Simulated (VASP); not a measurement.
Here is the system:

```yaml
crystal:
  lattice:
    - [0.00000, 2.48075, 2.48075]
    - [2.48075, 0.00000, 2.48075]
    - [2.48075, 2.48075, 0.00000]
  atoms:
    - { symbol: Y, position: [0.00000, 0.00000, 0.00000] }
    - { symbol: N, position: [0.50000, 0.50000, 0.50000] }
```

Method: vdW-DF-cx, VASP's PBE PAW potentials (set 64) (plane waves; VASP). Settings: 520 eV cut-off, 9×9×9 Γ-centred mesh, Gaussian smearing of 0.050 eV, potentials Y_sv N.

### Question
What does the run give for the energy per atom (σ→0), pressure?

### Answer

```yaml
energy per atom (σ→0): -7.464 eV/atom
pressure: -88.0 kbar
```

Only differences to runs with the same potentials and settings are physical.

The compound is YN in the rock salt structure. This cell is one point of a volume scan, at 1.06 of the reference volume.
